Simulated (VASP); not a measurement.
Method: MS2 meta-GGA, VASP's PBE PAW potentials (set 64) (plane waves; VASP).

The input files of a VASP run:

**KPOINTS**
```
Automatic mesh
0
Gamma
9 9 5
0 0 0
```

File POSCAR:
```
AlN
1
    1.5511838612    -2.6867292538     0.0000000000
    1.5511838612     2.6867292538    -0.0000000000
    0.0000000000     0.0000000000     4.9698129838
Al N
2 2
Direct
  0.6666670000   0.3333330000   0.5000950243
  0.3333330000   0.6666670000   0.0000950243
  0.6666670000   0.3333330000   0.8819049757
  0.3333330000   0.6666670000   0.3819049757
```

INCAR:
```
ALGO  =  Normal
EDIFF  =  1E-7
ENCUT  =  520
ISIF  =  2
ISMEAR  =  -5
LASPH  =  .True.
LCHARG  =  .False.
LEFG  =  .True.
LMIXTAU  =  .True.
LORBIT  =  11
LREAL  =  .False.
LWAVE  =  .False.
METAGGA  =  MS2
NEDOS  =  601
NELM  =  100
PREC  =  Accurate
SYSTEM  =  AlN
```

### KPOINTS_OPT
```
k-points along high-symmetry lines
6
Line-mode
Reciprocal
  0.000000   0.000000   0.000000 ! GAMMA
  0.000000   0.500000   0.000000 ! M

  0.000000   0.500000   0.000000 ! M
 -0.333333   0.666667   0.000000 ! K

 -0.333333   0.666667   0.000000 ! K
  0.000000   0.000000   0.000000 ! GAMMA

  0.000000   0.000000   0.000000 ! GAMMA
  0.000000   0.000000   0.500000 ! A

  0.000000   0.000000   0.500000 ! A
  0.000000   0.500000   0.500000 ! L

  0.000000   0.500000   0.500000 ! L
 -0.333333   0.666667   0.500000 ! H

 -0.333333   0.666667   0.500000 ! H
  0.000000   0.000000   0.500000 ! A

  0.000000   0.500000   0.500000 ! L
  0.000000   0.500000   0.000000 ! M

 -0.333333   0.666667   0.500000 ! H
 -0.333333   0.666667   0.000000 ! K
```

POTCAR, in this order: Al N (PBE.64 set). Program: vasp_std.

The run wrote:

File OUTCAR:
```
 ion  position               nearest neighbor table
   1  0.667  0.333  0.500-   4 1.89   4 1.89   4 1.89   3 1.90   2 3.06   2 3.06   2 3.06   2 3.06
                             2 3.06   2 3.06
   2  0.333  0.667  0.000-   3 1.89   3 1.89   3 1.89   4 1.90   1 3.06   1 3.06   1 3.06   1 3.06
                             1 3.06   1 3.06
   3  0.667  0.333  0.882-   2 1.89   2 1.89   2 1.89   1 1.90
   4  0.333  0.667  0.382-   1 1.89   1 1.89   1 1.89   2 1.90
  LATTYP: Found a hexagonal cell.
 ALAT       =     3.1023677175
 C/A-ratio  =     1.6019419477
 Subroutine PRICEL returns:
 Original cell was already a primitive cell.
 Subroutine GETGRP returns: Found 12 space group operations
The static configuration has the point symmetry C_3v.
 The point group associated with its full space group is C_6v.
The dynamic configuration has the point symmetry C_3v.
 Subroutine INISYM returns: Found 12 space group operations
 Subroutine IBZKPT returns following result:
 Found     36 irreducible k-points:

 Following reciprocal coordinates:
            Coordinates               Weight
  0.000000  0.000000  0.000000      1.000000
  0.111111 -0.000000  0.000000      6.000000
  0.222222  0.000000  0.000000      6.000000
  0.333333 -0.000000  0.000000      6.000000
  0.444444  0.000000  0.000000      6.000000
  0.111111  0.111111  0.000000      6.000000
  0.222222  0.111111  0.000000     12.000000
  0.333333  0.111111  0.000000     12.000000
  0.444444  0.111111  0.000000      6.000000
  0.222222  0.222222  0.000000      6.000000
  0.333333  0.222222  0.000000     12.000000
  0.333333  0.333333  0.000000      2.000000
  0.000000  0.000000  0.200000      2.000000
  0.111111 -0.000000  0.200000     12.000000
  0.222222  0.000000  0.200000     12.000000
  0.333333 -0.000000  0.200000     12.000000
  0.444444  0.000000  0.200000     12.000000
  0.111111  0.111111  0.200000     12.000000
  0.222222  0.111111  0.200000     24.000000
  0.333333  0.111111  0.200000     24.000000
  0.444444  0.111111  0.200000     12.000000
  0.222222  0.222222  0.200000     12.000000
  0.333333  0.222222  0.200000     24.000000
  0.333333  0.333333  0.200000      4.000000
  0.000000  0.000000  0.400000      2.000000
  0.111111 -0.000000  0.400000     12.000000
  0.222222  0.000000  0.400000     12.000000
  0.333333 -0.000000  0.400000     12.000000
  0.444444  0.000000  0.400000     12.000000
  0.111111  0.111111  0.400000     12.000000
  0.222222  0.111111  0.400000     24.000000
  0.333333  0.111111  0.400000     24.000000
  0.444444  0.111111  0.400000     12.000000
  0.222222  0.222222  0.400000     12.000000
  0.333333  0.222222  0.400000     24.000000
  0.333333  0.333333  0.400000      4.000000
   k-points           NKPTS =     36   k-points in BZ     NKDIM =     36   number of bands    NBANDS=     12
   number of dos      NEDOS =    601   number of ions     NIONS =      4
   total plane-waves  NPLWV =  23040
   dimension x,y,z NGX =    24 NGY =   24 NGZ =   40
   dimension x,y,z NGXF=    48 NGYF=   48 NGZF=   80
   ions per type =               2   2
   PREC   = accura    normal or accurate (medium, high low for compatibility)
   ISTART =      0    job   : 0-new  1-cont  2-samecut
   ICHARG =      2    charge: 1-file 2-atom 10-const
   ISPIN  =      1    spin polarized calculation?
   LNONCOLLINEAR =      F non collinear calculations
   LSORBIT =      F    spin-orbit coupling
   INIWAV =      1    electr: 0-lowe 1-rand  2-diag
   ENCUT  =  520.0 eV  38.22 Ry    6.18 a.u.   5.77  5.77  9.24*2*pi/ulx,y,z
   NELM   =    100;   NELMIN=  2; NELMDL= -5     # of ELM steps
   EDIFF  = 0.1E-06   stopping-criterion for ELM
   LREAL  =      F    real-space projection
...
```

File OSZICAR:
```
       N       E                     dE             d eps       ncg     rms          rms(c)
DAV:   1     0.149011822992E+02    0.14901E+02   -0.73265E+03   864   0.115E+03
DAV:   2    -0.642420792585E+02   -0.79143E+02   -0.73210E+02  1268   0.220E+02
DAV:   3    -0.679561079446E+02   -0.37140E+01   -0.37002E+01  1124   0.513E+01
DAV:   4    -0.679822088787E+02   -0.26101E-01   -0.26098E-01   956   0.504E+00
DAV:   5    -0.679824843647E+02   -0.27549E-03   -0.27548E-03  1108   0.525E-01    0.147E+01
DAV:   6    -0.438562545290E+02    0.24126E+02   -0.40081E+01  1000   0.464E+01    0.836E+00
DAV:   7    -0.419221385314E+02    0.19341E+01   -0.10481E+01   864   0.314E+01    0.545E+00
DAV:   8    -0.420015964379E+02   -0.79458E-01   -0.20527E+00   876   0.136E+01    0.169E+00
DAV:   9    -0.420285438800E+02   -0.26947E-01   -0.69041E-01   864   0.947E+00    0.946E-01
DAV:  10    -0.421017637614E+02   -0.73220E-01   -0.35797E-01   864   0.732E+00    0.410E-01
DAV:  11    -0.421154167584E+02   -0.13653E-01   -0.79687E-03   992   0.116E+00    0.102E-01
DAV:  12    -0.421127937480E+02    0.26230E-02   -0.13096E-03  1000   0.401E-01    0.796E-02
DAV:  13    -0.421154478567E+02   -0.26541E-02   -0.10868E-03   872   0.471E-01    0.367E-02
DAV:  14    -0.421152774519E+02    0.17040E-03   -0.32655E-04   864   0.254E-01    0.189E-02
DAV:  15    -0.421156254604E+02   -0.34801E-03   -0.26195E-05  1004   0.711E-02    0.138E-02
DAV:  16    -0.421156158309E+02    0.96295E-05   -0.11765E-05   920   0.395E-02    0.252E-03
DAV:  17    -0.421156319685E+02   -0.16138E-04   -0.41935E-06   920   0.251E-02    0.190E-03
DAV:  18    -0.421156166981E+02    0.15270E-04   -0.21926E-07   680   0.679E-03    0.123E-03
DAV:  19    -0.421156212008E+02   -0.45027E-05   -0.13493E-07   592   0.427E-03    0.472E-04
DAV:  20    -0.421156104908E+02    0.10710E-04   -0.67042E-08   528   0.378E-03    0.234E-04
DAV:  21    -0.421156116979E+02   -0.12071E-05   -0.26543E-09   432   0.620E-04    0.141E-04
DAV:  22    -0.421156116768E+02    0.21144E-07   -0.67092E-10   432   0.352E-04
   1 F= -.42115612E+02 E0= -.42115612E+02  d E =0.000000E+00
       N       E                     dE             ncg
       N       E                     dE             ncg
```

### OUTCAR
```
------------------------ aborting loop because EDIFF is reached ----------------------------------------
  FORCE on cell =-STRESS in cart. coord.  units (eV):
  Direction    XX          YY          ZZ          XY          YZ          ZX
  --------------------------------------------------------------------------------------
  Total       -0.0102930     -0.0102930      0.0213121      0.0000000      0.0000000      0.0000000
  in kB       -0.3981034     -0.3981034      0.8242891      0.0000000      0.0000000      0.0000000
  external PRESSURE =       0.0093608 kB  Pullay stress =       0.0000000 kB
  volume of cell :       41.42
      direct lattice vectors                 reciprocal lattice vectors
     1.551183861 -2.686729254  0.000000000     0.322334452 -0.186099883  0.000000000
     1.551183861  2.686729254  0.000000000     0.322334452  0.186099883  0.000000000
     0.000000000  0.000000000  4.969812984     0.000000000  0.000000000  0.201214815
  FREE ENERGIE OF THE ION-ELECTRON SYSTEM (eV)
  ---------------------------------------------------
  free  energy   TOTEN  =       -42.1156116768 eV

  energy  without entropy=      -42.1156116768  energy(sigma->0) =      -42.11561168

 total charge

# of ion       s       p       d       tot
------------------------------------------
    1        0.395   0.457   0.000   0.851
    2        0.395   0.457   0.000   0.851
    3        1.235   2.681   0.000   3.916
    4        1.235   2.681   0.000   3.916
--------------------------------------------------
tot          3.259   6.275   0.000   9.534

 Electric field gradients after diagonalization (V/A^2)
 (convention: |V_zz| > |V_xx| > |V_yy|)
----------------------------------------------------------------------
 ion       V_xx      V_yy      V_zz     asymmetry (V_yy - V_xx)/ V_zz
----------------------------------------------------------------------
   1      -2.519    -2.519     5.037       0.000
   2      -2.519    -2.519     5.037       0.000
   3      -0.127    -0.127     0.254       0.000
   4      -0.127    -0.127     0.254       0.001
```
(Selected blocks of OUTCAR.)

The compound is AlN in the wurtzite structure. It was relaxed first.
